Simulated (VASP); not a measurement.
Consider the following.

```xyz
5
Lattice="3.9663 0.0000 0.0000 0.0000 3.9663 0.0000 0.0000 0.0000 3.9663" Properties=species:S:1:pos:R:3 pbc="T T T"
K      0.0000     0.0000     0.0000
Ta     1.9832     1.9832     1.9832
O      1.9832     0.0000     1.9832
O      0.0000     1.9832     1.9832
O      1.9832     1.9832     0.0000
```

All values below come from optB86b-vdW, VASP's PBE PAW potentials (set 64) (plane waves; VASP). Run with 520 eV cut-off, 6×6×6 Γ-centred mesh, Gaussian smearing of 0.050 eV, potentials K_sv Ta_pv O.

Unless said otherwise, spin-orbit coupling is left out, though it shifts the bands of the heavy elements here.

Task: What does the run give for the energy per atom (σ→0), pressure, band gap (on the k-mesh) with the smallest direct gap where there is one?

Result: 
* **band gap (on the k-mesh)**: 2.20 eV
* **smallest direct gap (on the k-mesh)**: 2.81 eV
* **energy per atom (σ→0)**: -6.420 eV/atom
* **pressure**: 6.49 GPa

Total energies compare only between runs with the same potentials, cut-off and functional.

The compound is KTaO3 in the cubic perovskite structure. This cell is one point of a volume scan, at 0.97 of the reference volume.
